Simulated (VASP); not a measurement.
Given:

```
CELL_PARAMETERS angstrom
      4.16723     0.00000     0.00000
     -2.08361     3.60893     0.00000
      0.00000     0.00000     7.00600
ATOMIC_POSITIONS crystal
  N  0.33333 0.66667 0.32893
  N  0.66667 0.33333 0.67107
  N  0.66667 0.33333 0.82893
  N  0.33333 0.66667 0.17107
```

Method: LDA (Ceperley-Alder, Perdew-Zunger), VASP's LDA PAW potentials (set 64) (plane waves; VASP). Settings: 400 eV cut-off, 5×5×3 Γ-centred mesh, Gaussian smearing of 0.010 eV, potentials N.

Task: Give the energies of bands 3 to 13 at the high-symmetry points, in eV from the valence-band maximum.

Result: 
| band | Γ | M | K | A | L | H |
|---|---|---|---|---|---|---|
| 3 | -3.99 | -3.67 | -3.54 | -3.67 | -3.57 | -3.56 |
| 4 | -3.21 | -3.42 | -3.54 | -3.67 | -3.57 | -3.56 |
| 5 | -1.88 | -2.20 | -2.14 | -1.83 | -2.08 | -2.03 |
| 6 | -1.88 | -2.09 | -2.06 | -1.83 | -2.08 | -2.03 |
| 7 | -1.78 | -1.97 | -2.06 | -1.83 | -1.89 | -1.99 |
| 8 | -1.78 | -1.81 | -1.92 | -1.83 | -1.89 | -1.99 |
| 9 | -1.15 | -0.58 | -0.38 | -0.51 | -0.44 | -0.43 |
| 10 | 0.00 | -0.22 | -0.38 | -0.51 | -0.44 | -0.43 |
| 11 | 7.61 | 6.96 | 6.86 | 7.83 | 7.33 | 7.42 |
| 12 | 7.61 | 7.32 | 7.51 | 7.83 | 7.33 | 7.42 |
| 13 | 8.09 | 7.68 | 7.51 | 7.83 | 7.73 | 7.55 |

The gap is indirect, 6.86 eV, from the valence maximum at Γ to the conduction minimum at K.

The structure comes from a computed database's N2 entry (P6_3/mmc); how it stands against other phases isn't given here. The cell was not relaxed at this level.
